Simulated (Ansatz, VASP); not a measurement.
**TePtSe in two plane-wave programs**

Aim: how closely do two programs agree when they are given the same cell, functional and k mesh? The cell is taken from a series of runs on this material, whose earlier steps may have relaxed, scaled, displaced or heated it; both programs get it as it stands.

Calculated with Ansatz 0.2.0; plane waves, with VASP 6.6.1 beside it; PBEsol.

### 1. Set-up

The cell holds 3 atoms: 1 Pt, 1 Se and 1 Te. Its edges and angles: a = 3.956 Å, b = 3.956 Å, c = 30.000 Å, α = 90.0°, β = 90.0°, γ = 120.0°. Vacuum lies along c.

Structure file:

```cif
data_structure
_symmetry_space_group_name_H-M 'P 1'
_symmetry_Int_Tables_number 1
_cell_length_a 3.9558
_cell_length_b 3.9558
_cell_length_c 30.0000
_cell_angle_alpha 90.000
_cell_angle_beta 90.000
_cell_angle_gamma 120.000
_cell_volume 406.56
loop_
_atom_site_label
_atom_site_type_symbol
_atom_site_fract_x
_atom_site_fract_y
_atom_site_fract_z
_atom_site_occupancy
Pt1 Pt 0.00000 0.00000 0.33341 1
Se2 Se 0.33333 0.66667 0.37401 1
Te3 Te 0.66667 0.33333 0.28925 1
```

### 2. VASP: zone-centre phonons, PBEsol

Second derivatives magnify differences that forces hide, and they need a tight electronic threshold.

Lines of VASP's logs that name or quote its potential files are left out, and so is its time.

The input, INCAR:

```
SYSTEM = TePtSe
PREC = Accurate
ENCUT = 500
EDIFF = 1E-08
NELM = 120
ISMEAR = 0
SIGMA = 0.01
LREAL = .FALSE.
ALGO = Normal
GGA = PS
NBANDS = 17
LASPH = .TRUE.
LORBIT = 11
LWAVE = .FALSE.
LCHARG = .FALSE.
ISIF = 2
IBRION = 8
GGA_COMPAT = .FALSE.
EFERMI = MIDGAP
NELMDL = -8
KPAR = 2
```

The input, POSCAR:

```
TePtSe
1.0
    3.9558025127      0.0000000000      0.0000000000
   -1.9779012564      3.4258254683      0.0000000000
    0.0000000000      0.0000000000     30.0000000000
Pt Se Te
1 1 1
Direct
    0.0000000000      0.0000000000      0.3334139380
    0.3333333333      0.6666666667      0.3740062700
    0.6666666667      0.3333333333      0.2892464586
```

The input, KPOINTS:

```
Automatic mesh
0
Gamma
9 9 1
0 0 0
```

The projector-augmented-wave data sets are Pt, Se and Te (PBE family, release 64).

Started as:

```sh
> mpirun -np 2 vasp_std
```

Numbers of over 12 decimals in the logs are rounded to 6 here.

The log of the run:

```text
[banner, memory and clock lines left out]
running    2 mpi-ranks, on    1 nodes
 distrk:  each k-point on    1 cores,    2 groups
 distr:  one band on    1 cores,    1 groups

 POSCAR found type information on POSCAR PtSeTe
 POSCAR found :  3 types and       3 ions
|                                                                             |
|               ----> ADVICE to this user running VASP <----                  |
|                                                                             |
|     You enforced a specific xc type in the INCAR file but a different       |
|     [... a line on the potential file left out ...]
|     I HOPE YOU KNOW WHAT YOU ARE DOING!                                     |
|                                                                             |

 LDA part: xc-table for (Slater+PW92), standard interpolation
 POSCAR, INCAR and KPOINTS ok, starting setup
 FFT: planning ... GRIDC
 FFT: planning ... GRID_SOFT
 FFT: planning ... GRID
 WAVECAR not read
 entering main loop
       N       E                     dE             d eps       ncg     rms          rms(c)
DAV:   1     0.165007080231E+03    0.16501E+03   -0.64365E+03   408   0.861E+02
DAV:   2     0.525617856547E+01   -0.15975E+03   -0.15192E+03   642   0.149E+02
DAV:   3    -0.156352144947E+02   -0.20891E+02   -0.20411E+02   522   0.671E+01
DAV:   4    -0.160113839500E+02   -0.37617E+00   -0.37533E+00   531   0.109E+01
DAV:   5    -0.160202741993E+02   -0.88902E-02   -0.88897E-02   670   0.161E+00
DAV:   6    -0.160203165227E+02   -0.42323E-04   -0.42322E-04   559   0.109E-01
DAV:   7    -0.160203181896E+02   -0.16669E-05   -0.16669E-05   677   0.180E-02
DAV:   8    -0.160203182018E+02   -0.12212E-07   -0.12162E-07   550   0.155E-03    0.119E+01
DAV:   9    -0.154436569616E+02    0.57666E+00   -0.44398E+00   548   0.183E+01    0.753E+00
DAV:  10    -0.152970074458E+02    0.14665E+00   -0.12850E+00   499   0.104E+01    0.300E+00
DAV:  11    -0.152414587902E+02    0.55549E-01   -0.11754E-01   573   0.306E+00    0.731E-01
DAV:  12    -0.152362449998E+02    0.52138E-02   -0.31113E-02   579   0.140E+00    0.232E-01
DAV:  13    -0.152363742292E+02   -0.12923E-03   -0.19117E-03   552   0.290E-01    0.152E-01
DAV:  14    -0.152364872618E+02   -0.11303E-03   -0.32007E-04   557   0.120E-01    0.547E-02
[...]
DAV:  25    -0.152365953940E+02   -0.46313E-06   -0.50296E-09   474   0.325E-04    0.243E-04
DAV:  26    -0.152365958648E+02   -0.47082E-06   -0.40219E-09   446   0.376E-04    0.969E-05
DAV:  27    -0.152365960488E+02   -0.18395E-06   -0.23752E-09   450   0.217E-04    0.762E-05
DAV:  28    -0.152365962102E+02   -0.16144E-06   -0.67234E-10   411   0.826E-05    0.378E-05
DAV:  29    -0.152365962964E+02   -0.86156E-07   -0.74065E-11   397   0.616E-05    0.202E-05
DAV:  30    -0.152365963183E+02   -0.21951E-07    0.48074E-10   413   0.253E-05    0.113E-05
DAV:  31    -0.152365963296E+02   -0.11264E-07    0.53447E-10   427   0.271E-05    0.922E-06
DAV:  32    -0.152365963332E+02   -0.36478E-08    0.54704E-10   415   0.132E-05
   1 F= -.15236596E+02 E0= -.15236596E+02  d E =0.000000E+00
 Linear response reoptimize wavefunctions to high precision
DAV:   1    -0.152365963349E+02   -0.17133E-08    0.55817E-10   428   0.842E-06
DAV:   2    -0.152365963350E+02   -0.31832E-10    0.57119E-10   445   0.153E-06
 Linear response DOF=           6
 Linear response progress:
  Degree of freedom:   1/  6
       N       E                     dE             d eps       ncg     rms          rms(c)
RMM:   1    -0.255513298939E+00   -0.25551E+00   -0.25607E-01  2576   0.330E+00
RMM:   2    -0.249590581904E+00    0.59227E-02   -0.73831E-03  2125   0.511E-01    0.193E-01
RMM:   3    -0.249432967227E+00    0.15761E-03   -0.39560E-04  2108   0.122E-01    0.117E-01
RMM:   4    -0.249858481238E+00   -0.42551E-03   -0.63706E-04  2206   0.137E-01    0.201E-02
RMM:   5    -0.249818044221E+00    0.40437E-04   -0.39754E-05  2256   0.389E-02    0.916E-03
RMM:   6    -0.249809132200E+00    0.89120E-05   -0.82924E-06  2326   0.154E-02    0.196E-03
RMM:   7    -0.249797294427E+00    0.11838E-04   -0.12611E-06  2386   0.613E-03    0.131E-03
RMM:   8    -0.249786457584E+00    0.10837E-04   -0.30154E-07  2376   0.272E-03    0.369E-04
RMM:   9    -0.249787194605E+00   -0.73702E-06   -0.14454E-08  2451   0.749E-04    0.127E-04
RMM:  10    -0.249787976092E+00   -0.78149E-06   -0.10904E-08  2496   0.323E-04    0.280E-05
RMM:  11    -0.249788129929E+00   -0.15384E-06   -0.26292E-08  2545   0.980E-05    0.190E-05
RMM:  12    -0.249788077824E+00    0.52105E-07   -0.89975E-09  2515   0.397E-05    0.449E-06
RMM:  13    -0.249788077202E+00    0.62173E-09    0.30275E-09  2592   0.189E-05    0.249E-06
 first order change of Fermi-energy  -0.36008E-03
 force on displaced ion       1 direction 1 : -12.167  -0.000   0.001
 Linear response progress:
  Degree of freedom:   2/  6
       N       E                     dE             d eps       ncg     rms          rms(c)
RMM:   1    -0.287156356264E+00   -0.28716E+00   -0.24984E-01   774   0.330E+00
RMM:   2    -0.282493097221E+00    0.46633E-02   -0.70238E-03   636   0.524E-01    0.204E-01
RMM:   3    -0.282221378218E+00    0.27172E-03   -0.61497E-04   637   0.150E-01    0.117E-01
RMM:   4    -0.282605895728E+00   -0.38452E-03   -0.84928E-04   695   0.157E-01    0.337E-02
[...]
RMM:  14    -0.282578845331E+00   -0.15438E-07   -0.74584E-08   747   0.877E-05    0.105E-05
RMM:  15    -0.282578831819E+00    0.13512E-07   -0.92966E-09   770   0.544E-05    0.780E-06
RMM:  16    -0.282578795418E+00    0.36401E-07   -0.16937E-08   781   0.500E-05    0.382E-06
RMM:  17    -0.282578801519E+00   -0.61005E-08   -0.35474E-08   758   0.242E-05    0.246E-06
 first order change of Fermi-energy   0.34599E+00
 force on displaced ion       1 direction 3 :   0.000  -0.000 -14.410
 Linear response progress:
  Degree of freedom:   3/  6
       N       E                     dE             d eps       ncg     rms          rms(c)
RMM:   1    -0.779119430250E-01   -0.77912E-01    0.66793E-02  3328   0.147E+00
RMM:   2    -0.770593608092E-01    0.85258E-03   -0.25478E-03  2203   0.258E-01    0.102E-01
RMM:   3    -0.770165321473E-01    0.42829E-04   -0.11714E-04  2264   0.552E-02    0.575E-02
RMM:   4    -0.770191753135E-01   -0.26432E-05   -0.31657E-05  2378   0.338E-02    0.621E-03
RMM:   5    -0.770137037415E-01    0.54716E-05   -0.85380E-07  2469   0.624E-03    0.220E-03
RMM:   6    -0.770092380575E-01    0.44657E-05   -0.20941E-07  2500   0.221E-03    0.393E-04
RMM:   7    -0.770096741113E-01   -0.43605E-06   -0.57835E-08  2530   0.599E-04    0.150E-04
RMM:   8    -0.770099293779E-01   -0.25527E-06   -0.31501E-08  2541   0.237E-04    0.653E-05
RMM:   9    -0.770099722871E-01   -0.42909E-07   -0.11335E-08  2528   0.100E-04    0.320E-05
RMM:  10    -0.770099736719E-01   -0.13848E-08   -0.36561E-09  2409   0.738E-05    0.756E-06
 first order change of Fermi-energy   0.21724E-03
 force on displaced ion       2 direction 1 :  -6.073  -0.000   0.001
 Linear response progress:
  Degree of freedom:   4/  6
       N       E                     dE             d eps       ncg     rms          rms(c)
RMM:   1    -0.110404287332E+00   -0.11040E+00    0.56903E-02   918   0.138E+00
RMM:   2    -0.109536683960E+00    0.86760E-03   -0.22068E-03   657   0.240E-01    0.153E-01
RMM:   3    -0.109375223310E+00    0.16146E-03   -0.14879E-04   683   0.548E-02    0.967E-02
RMM:   4    -0.109272762817E+00    0.10246E-03   -0.66948E-05   720   0.427E-02    0.115E-02
RMM:   5    -0.109298081179E+00   -0.25318E-04   -0.42004E-06   730   0.116E-02    0.670E-03
RMM:   6    -0.109307064177E+00   -0.89830E-05   -0.71448E-07   729   0.416E-03    0.278E-03
RMM:   7    -0.109312861392E+00   -0.57972E-05   -0.18494E-07   731   0.237E-03    0.131E-03
RMM:   8    -0.109311567224E+00    0.12942E-05   -0.78333E-08   726   0.144E-03    0.576E-04
RMM:   9    -0.109313760571E+00   -0.21933E-05    0.38748E-09   728   0.429E-04    0.220E-04
RMM:  10    -0.109316670232E+00   -0.29097E-05    0.60763E-08   721   0.375E-04    0.170E-04
RMM:  11    -0.109318360367E+00   -0.16901E-05    0.27113E-07   728   0.242E-04    0.845E-05
RMM:  12    -0.109319537097E+00   -0.11767E-05   -0.29150E-07   755   0.337E-04    0.739E-05
RMM:  13    -0.109319758863E+00   -0.22177E-06   -0.15719E-07   782   0.168E-04    0.461E-05
RMM:  14    -0.109319853369E+00   -0.94506E-07   -0.17993E-07   782   0.911E-05    0.129E-05
RMM:  15    -0.109319858294E+00   -0.49248E-08   -0.17901E-07   776   0.571E-05    0.150E-05
RMM:  16    -0.109319876335E+00   -0.18042E-07   -0.42673E-08   792   0.534E-05    0.380E-06
RMM:  17    -0.109319909610E+00   -0.33275E-07   -0.27260E-08   774   0.363E-05    0.600E-06
RMM:  18    -0.109319909925E+00   -0.31507E-09   -0.23003E-08   718   0.230E-05    0.172E-06
 first order change of Fermi-energy  -0.57653E+00
 force on displaced ion       2 direction 3 :   0.000   0.000  -8.424
 Linear response progress:
  Degree of freedom:   5/  6
       N       E                     dE             d eps       ncg     rms          rms(c)
RMM:   1    -0.419837140276E-01   -0.41984E-01    0.35439E-02  3444   0.105E+00
RMM:   2    -0.415337830423E-01    0.44993E-03   -0.19835E-03  2346   0.224E-01    0.922E-02
RMM:   3    -0.414647777411E-01    0.69005E-04   -0.96998E-05  2260   0.564E-02    0.600E-02
RMM:   4    -0.414017654086E-01    0.63012E-04   -0.27352E-05  2374   0.306E-02    0.921E-03
RMM:   5    -0.413924746188E-01    0.92908E-05   -0.11990E-06  2467   0.673E-03    0.449E-03
RMM:   6    -0.413869796458E-01    0.54950E-05   -0.15841E-07  2491   0.261E-03    0.154E-03
RMM:   7    -0.413865887777E-01    0.39087E-06   -0.32187E-08  2528   0.712E-04    0.667E-04
RMM:   8    -0.413864944390E-01    0.94339E-07    0.67070E-09  2527   0.269E-04    0.202E-04
RMM:   9    -0.413864862026E-01    0.82363E-08   -0.26942E-08  2538   0.101E-04    0.764E-05
 first order change of Fermi-energy   0.24568E-03
 force on displaced ion       3 direction 1 :  -8.100  -0.000  -0.001
 Linear response progress:
  Degree of freedom:   6/  6
       N       E                     dE             d eps       ncg     rms          rms(c)
RMM:   2    -0.750105908316E-01    0.98945E-03   -0.14058E-03   669   0.206E-01    0.145E-01
RMM:   3    -0.748062270024E-01    0.20436E-03   -0.12936E-04   714   0.576E-02    0.984E-02
RMM:   4    -0.746532821965E-01    0.15294E-03   -0.10701E-04   733   0.493E-02    0.181E-02
RMM:   5    -0.746703278966E-01   -0.17046E-04   -0.76935E-06   731   0.161E-02    0.127E-02
RMM:   6    -0.746830906781E-01   -0.12763E-04   -0.20733E-06   729   0.681E-03    0.362E-03
RMM:   7    -0.746873253447E-01   -0.42347E-05   -0.36503E-07   734   0.348E-03    0.195E-03
RMM:   8    -0.746870522704E-01    0.27307E-06   -0.15229E-07   736   0.202E-03    0.115E-03
RMM:   9    -0.746891209569E-01   -0.20687E-05   -0.26600E-08   744   0.616E-04    0.720E-04
RMM:  10    -0.746911488926E-01   -0.20279E-05   -0.10940E-08   734   0.370E-04    0.421E-04
RMM:  11    -0.746954340876E-01   -0.42852E-05   -0.53811E-08   745   0.620E-04    0.179E-04
RMM:  12    -0.746967682773E-01   -0.13342E-05   -0.78894E-08   771   0.337E-04    0.216E-04
RMM:  13    -0.746975902148E-01   -0.82194E-06   -0.52504E-07   764   0.250E-04    0.597E-05
RMM:  14    -0.746976647248E-01   -0.74510E-07   -0.31610E-07   780   0.106E-04    0.387E-05
RMM:  15    -0.746977106185E-01   -0.45894E-07   -0.40987E-07   794   0.123E-04    0.286E-05
RMM:  16    -0.746977274210E-01   -0.16803E-07   -0.18520E-07   796   0.664E-05    0.242E-05
RMM:  17    -0.746977829370E-01   -0.55516E-07    0.13268E-07   800   0.506E-05    0.551E-06
RMM:  18    -0.746977880913E-01   -0.51542E-08   -0.22070E-08   746   0.267E-05    0.295E-06
 first order change of Fermi-energy   0.23086E+00
 force on displaced ion       3 direction 3 :   0.000   0.000  -9.514
 Linear response finished
```

From OUTCAR (step 2):

```text
ion  position               nearest neighbor table
   1  0.000  0.000  0.333-   2 2.59   2 2.59   2 2.59   3 2.64   3 2.64   3 2.64
   2  0.333  0.667  0.374-   1 2.59   1 2.59   1 2.59
   3  0.667  0.333  0.289-   1 2.64   1 2.64   1 2.64

  LATTYP: Found a hexagonal cell.
 ALAT       =     3.9558025127
 C/A-ratio  =     7.5837961839

 Subroutine GETGRP returns: Found  6 space group operations
 (whereof  6 operations were pure point group operations)

The static configuration has the point symmetry C_3v.

 Found     12 irreducible k-points:

   k-points           NKPTS =     12   k-points in BZ     NKDIM =     12   number of bands    NBANDS=     17

   dimension x,y,z NGX =    30 NGY =   30 NGZ =  224
   dimension x,y,z NGXF=    60 NGYF=   60 NGZF=  448

   ENCUT  =  500.0 eV  36.75 Ry    6.06 a.u.   7.21  7.21 54.70*2*pi/ulx,y,z

   NELECT =      22.0000    total number of electrons

 k-points in reciprocal lattice and weights: Automatic mesh
   0.00000000  0.00000000  0.00000000       0.012
   0.11111111  0.00000000  0.00000000       0.074
   0.22222222  0.00000000  0.00000000       0.074
   0.33333333  0.00000000  0.00000000       0.074
   0.44444444  0.00000000  0.00000000       0.074
   0.11111111  0.11111111  0.00000000       0.074
   0.22222222  0.11111111  0.00000000       0.148
   0.33333333  0.11111111  0.00000000       0.148
   0.44444444  0.11111111  0.00000000       0.074
   0.22222222  0.22222222  0.00000000       0.074
   0.33333333  0.22222222  0.00000000       0.148
   0.33333333  0.33333333  0.00000000       0.025

 average (electrostatic) potential at core
       1 -77.3328       2 -61.3138       3 -97.5392

  Total       -2.0418364     -2.0418364     -0.0127985      0.0000000     -0.0000000     -0.0000000
  in kB       -8.0465634     -8.0465634     -0.0504368      0.0000000     -0.0000000     -0.0000000
  external PRESSURE =      -5.3811879 kB  Pullay stress =       0.0000000 kB

  energy-cutoff  :      500.00
  volume of cell :      406.56
      direct lattice vectors                 reciprocal lattice vectors
     3.955802513  0.000000000  0.000000000     0.252793206  0.145950226  0.000000000
    -1.977901256  3.425825468  0.000000000     0.000000000  0.291900451  0.000000000
     0.000000000  0.000000000 30.000000000     0.000000000  0.000000000  0.033333333

 POSITION                                       TOTAL-FORCE (eV/Angst)
 -----------------------------------------------------------------------------------
      0.00000      0.00000     10.00242         0.000000      0.000000     -0.001276
     -0.00000      2.28388     11.22019         0.000000     -0.000000      0.001804
      1.97790      1.14194      8.67739        -0.000000      0.000000     -0.000528
 -----------------------------------------------------------------------------------
    total drift:                               -0.000000     -0.000000     -0.000273

 Eigenvectors and eigenvalues of the dynamical matrix
 ----------------------------------------------------

   1 f  =    6.065323 THz    38.109549 2PiTHz  202.317404 cm-1    25.084150 meV
             X         Y         Z           dx          dy          dz
      0.000000  0.000000 10.002418    -0.000000    0.000000   -0.660907
     -0.000000  2.283884 11.220188     0.000000    0.000000    0.702293
      1.977901  1.141942  8.677394     0.000000   -0.000000    0.264551

   2 f  =    5.463126 THz    34.325835 2PiTHz  182.230278 cm-1    22.593665 meV
             X         Y         Z           dx          dy          dz
      0.000000  0.000000 10.002418     0.658862   -0.263486   -0.000000
     -0.000000  2.283884 11.220188    -0.502238    0.200851    0.000000
      1.977901  1.141942  8.677394    -0.419262    0.167668    0.000000

   3 f  =    5.463126 THz    34.325835 2PiTHz  182.230278 cm-1    22.593665 meV
             X         Y         Z           dx          dy          dz
      0.000000  0.000000 10.002418    -0.263486   -0.658862    0.000000
     -0.000000  2.283884 11.220188     0.200851    0.502238   -0.000000
      1.977901  1.141942  8.677394     0.167668    0.419262   -0.000000

   4 f  =    5.055800 THz    31.766531 2PiTHz  168.643348 cm-1    20.909101 meV
             X         Y         Z           dx          dy          dz
      0.000000  0.000000 10.002418     0.000000   -0.000000    0.278637
     -0.000000  2.283884 11.220188    -0.000000    0.000000    0.556948
      1.977901  1.141942  8.677394     0.000000   -0.000000   -0.782413

   5 f  =    4.439565 THz    27.894608 2PiTHz  148.087941 cm-1    18.360556 meV
             X         Y         Z           dx          dy          dz
      0.000000  0.000000 10.002418    -0.097100    0.038832    0.000000
     -0.000000  2.283884 11.220188    -0.663503    0.265347   -0.000000
      1.977901  1.141942  8.677394     0.642225   -0.256838    0.000000

   6 f  =    4.439565 THz    27.894608 2PiTHz  148.087941 cm-1    18.360556 meV
             X         Y         Z           dx          dy          dz
      0.000000  0.000000 10.002418     0.038832    0.097100   -0.000000
     -0.000000  2.283884 11.220188     0.265347    0.663503    0.000000
      1.977901  1.141942  8.677394    -0.256838   -0.642225   -0.000000

   7 f/i=    0.000904 THz     0.005682 2PiTHz    0.030164 cm-1     0.003740 meV
             X         Y         Z           dx          dy          dz
      0.000000  0.000000 10.002418    -0.000000    0.000000   -0.696824
     -0.000000  2.283884 11.220188    -0.000000    0.000000   -0.443389
      1.977901  1.141942  8.677394    -0.000000    0.000000   -0.563775

   8 f/i=    0.001202 THz     0.007554 2PiTHz    0.040105 cm-1     0.004972 meV
             X         Y         Z           dx          dy          dz
      0.000000  0.000000 10.002418    -0.566724    0.405418    0.000000
     -0.000000  2.283884 11.220188    -0.360778    0.258090    0.000000
      1.977901  1.141942  8.677394    -0.458416    0.327938    0.000000

   9 f/i=    0.001202 THz     0.007554 2PiTHz    0.040105 cm-1     0.004972 meV
             X         Y         Z           dx          dy          dz
      0.000000  0.000000 10.002418    -0.405418   -0.566724    0.000000
     -0.000000  2.283884 11.220188    -0.258090   -0.360778    0.000000
      1.977901  1.141942  8.677394    -0.327938   -0.458416    0.000000

 ELASTIC MODULI CONTR FROM IONIC RELAXATION (kBar)
 Direction    XX          YY          ZZ          XY          YZ          ZX
 --------------------------------------------------------------------------------
 XX        -126.2639    -77.1476   -117.9443      0.0000     49.9682     -0.0000
 YY         -77.1476   -126.2639   -117.9443      0.0000    -49.9682      0.0000
 ZZ        -117.9443   -117.9443   -137.4112      0.0000     -0.0000     -0.0000
 XY           0.0000      0.0000      0.0000    -24.5581      0.0000     46.0019
 YZ          49.9682    -49.9682     -0.0000      0.0000   -108.6175      0.0000
 ZX          -0.0000      0.0000     -0.0000     46.0019      0.0000    -91.6909
 --------------------------------------------------------------------------------
```

(Continued in part 2 of 2.)

[Lines on the potential files, build, host, timing and source positions are cut from VASP's logs without a mark.]

[Logs are printed without paths, hosts, clocks, repeated set-up lines and the standing remarks that a program may print on its own settings, such as how far it seeks lower states.]

[Hosts, paths, dates, database ids (printed as entryN), source tags and the programs' standing remarks are cut or masked in the printed files.]
